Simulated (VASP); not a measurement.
Here is a VASP 6.6.1 calculation.

File INCAR:

```
SYSTEM = MnSiSe3
PREC = Accurate
ENCUT = 520
EDIFF = 1E-7
ISMEAR = -1
SIGMA = 0.05
LREAL = .False.
LASPH = .True.
NELM = 150
ALGO = Normal
ISIF = 2
LWAVE = .False.
LCHARG = .False.
ISPIN = 2
MAGMOM = 4 0 0 0 0
LORBIT = 11
LMAXMIX = 4
GGA = AM
NBANDS = 30
```

KPOINTS

```
regular mesh
0
Gamma
  5 5 5
  0 0 0
```

Contents of POSCAR:

```
MnSiSe3
1.0
    4.8341200000      0.0000000000      0.0000000000
    0.0000000000      4.8341200000      0.0000000000
    0.0000000000      0.0000000000      4.8341200000
Mn Si Se
1 1 3
Direct
    0.0000000000      0.0000000000      0.0000000000
    0.5000000000      0.5000000000      0.5000000000
    0.0000000000      0.5000000000      0.5000000000
    0.5000000000      0.0000000000      0.5000000000
    0.5000000000      0.5000000000      0.0000000000
```

KPOINTS_OPT

```
path GXMGRX,MR
10
line-mode
reciprocal
 0.0000000000  0.0000000000  0.0000000000  G
 0.0000000000  0.5000000000  0.0000000000  X

 0.0000000000  0.5000000000  0.0000000000  X
 0.5000000000  0.5000000000  0.0000000000  M

 0.5000000000  0.5000000000  0.0000000000  M
 0.0000000000  0.0000000000  0.0000000000  G

 0.0000000000  0.0000000000  0.0000000000  G
 0.5000000000  0.5000000000  0.5000000000  R

 0.5000000000  0.5000000000  0.5000000000  R
 0.0000000000  0.5000000000  0.0000000000  X

 0.5000000000  0.5000000000  0.0000000000  M
 0.5000000000  0.5000000000  0.5000000000  R
```

Potentials or basis: VASP PAW PBE potentials, release 64 (Mn_pv, Si, Se).

The run is started by

```console
$ cat potpaw_PBE.64/Mn_pv/POTCAR potpaw_PBE.64/Si/POTCAR potpaw_PBE.64/Se/POTCAR > POTCAR
$ mpirun -np 1 vasp_std > vasp.out
```

**Question.** Predict the pressure.

**Answer.** -2.4 GPa.

**Question.** What does it give for the net moment?

**Answer.** 5.28 μB per cell.

**Question.** Estimate the site moments.

**Answer.** Mn +4.50; Si +0.05; Se +0.06 μB.

Levels at the corners of the path, in eV from the Fermi level:
Spin up:
| point | band 17 | band 18 | band 19 | band 20 | band 21 | band 22 | band 23 | band 24 |
| --- | --- | --- | --- | --- | --- | --- | --- | --- |
| Γ | -1.06 | -1.06 | -1.02 | -1.02 | -1.02 | -0.31 | 4.49 | 4.49 |
| X | -2.45 | -1.31 | -0.64 | -0.64 | 0.74 | 0.84 | 3.50 | 4.40 |
| X | -2.45 | -1.31 | -0.64 | -0.64 | 0.74 | 0.84 | 3.50 | 4.40 |
| M | -1.73 | -1.73 | -1.61 | 0.68 | 1.41 | 2.03 | 2.03 | 3.06 |
| M | -1.73 | -1.73 | -1.61 | 0.68 | 1.41 | 2.03 | 2.03 | 3.06 |
| Γ | -1.06 | -1.06 | -1.02 | -1.02 | -1.02 | -0.31 | 4.49 | 4.49 |
| Γ | -1.06 | -1.06 | -1.02 | -1.02 | -1.02 | -0.31 | 4.49 | 4.49 |
| R | -1.57 | -1.17 | 0.64 | 0.64 | 0.64 | 1.77 | 1.77 | 1.77 |
| R | -1.57 | -1.17 | 0.64 | 0.64 | 0.64 | 1.77 | 1.77 | 1.77 |
| X | -2.45 | -1.31 | -0.64 | -0.64 | 0.74 | 0.84 | 3.50 | 4.40 |
| M | -1.73 | -1.73 | -1.61 | 0.68 | 1.41 | 2.03 | 2.03 | 3.06 |
| R | -1.57 | -1.17 | 0.64 | 0.64 | 0.64 | 1.77 | 1.77 | 1.77 |
Spin down:
```csv
point,band 12,band 13,band 14,band 15,band 16,band 17,band 18,band 19
Γ,-0.96,-0.96,-0.84,-0.84,-0.84,0.60,0.60,0.65
X,-2.30,-1.94,-1.05,-1.05,0.71,0.73,0.92,1.29
X,-2.30,-1.94,-1.05,-1.05,0.71,0.73,0.92,1.29
M,-2.33,-2.33,-1.54,0.27,0.71,0.79,1.25,1.25
M,-2.33,-2.33,-1.54,0.27,0.71,0.79,1.25,1.25
Γ,-0.96,-0.96,-0.84,-0.84,-0.84,0.60,0.60,0.65
Γ,-0.96,-0.96,-0.84,-0.84,-0.84,0.60,0.60,0.65
R,-1.49,0.13,0.73,0.73,0.73,0.79,0.79,0.79
R,-1.49,0.13,0.73,0.73,0.73,0.79,0.79,0.79
X,-2.30,-1.94,-1.05,-1.05,0.71,0.73,0.92,1.29
M,-2.33,-2.33,-1.54,0.27,0.71,0.79,1.25,1.25
R,-1.49,0.13,0.73,0.73,0.73,0.79,0.79,0.79
```

Caveat: the PAW data sets were made with another functional, which shifts forces and pressure a little; a cell with one magnetic atom can't hold antiferromagnetic order, which such compounds often take; semilocal functionals often make such compounds metallic where correlation or magnetic order opens a gap, which also shifts bond lengths.
